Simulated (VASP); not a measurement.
Computed with TPSS meta-GGA, VASP's PBE PAW potentials (set 64) (plane waves; VASP).

VASP ran on this input.

**INCAR**
```
! general
SYSTEM =InSb
PREC   =Accurate
ENCUT  =520
LREAL  =.False.
LASPH  =.True.   ! aspherical one-centre terms

! electronic loop
EDIFF  =1E-6   ! SCF stop (eV)
NELM   =100
ALGO   =Normal
LMAXMIX=4   ! l cut-off of mixed one-centre charges
LMIXTAU=.True.

! smearing
ISMEAR =1
SIGMA  =0.1

! functional
METAGGA=TPSS

! ions
IBRION =2
NSW    =60
ISIF   =3   ! ions, shape and volume
EDIFFG =-0.01

! output
LWAVE  =.False.
LCHARG =.False.
```

POSCAR:
```
InSb
1
    0.0000000000     3.3002881650     3.3002881650
    3.3002881650     0.0000000000     3.3002881650
    3.3002881650     3.3002881650     0.0000000000
In Sb
1 1
Direct
  0.0000000000   0.0000000000   0.0000000000
  0.2500000000   0.2500000000   0.2500000000
```

### KPOINTS
```
kpoints
0
Gamma
  9 9 9
```

POTCAR, in this order: In_d Sb (PBE.64 set). Program: vasp_std.

Unless said otherwise, spin-orbit coupling is left out, though it shifts the bands of the heavy elements here.

Task: Estimate the energy per atom (σ→0), volume per atom, band gap (on the k-mesh).

Result: 
```yaml
energy per atom (σ→0): -11.515 eV/atom
band gap (on the k-mesh): none (metal, semimetal or under 0.01 eV)
volume_per_atom: 35.85 Å³/atom
```

OSZICAR:
```
...
DAV:   2    -0.230303801838E+02    0.88202E-03   -0.20072E-03  1115   0.103E+00    0.684E-02
DAV:   3    -0.230302516264E+02    0.12856E-03   -0.33936E-04  1105   0.377E-01    0.151E-02
DAV:   4    -0.230302241156E+02    0.27511E-04   -0.15310E-04   915   0.147E-01    0.113E-02
DAV:   5    -0.230302753957E+02   -0.51280E-04   -0.22422E-05   910   0.702E-02    0.636E-03
DAV:   6    -0.230302768278E+02   -0.14321E-05   -0.81356E-07   600   0.953E-03    0.430E-03
DAV:   7    -0.230302835987E+02   -0.67709E-05   -0.26189E-06   902   0.266E-02    0.134E-03
DAV:   8    -0.230302839769E+02   -0.37815E-06   -0.21867E-07   455   0.800E-03
   2 F= -.23030284E+02 E0= -.23030349E+02  d E =-.451157E-04
```

The compound is InSb in the zinc blende structure. This run relaxes it. Symmetry was kept, so distortions that lower it aren't found. The start is the result of an earlier pass.
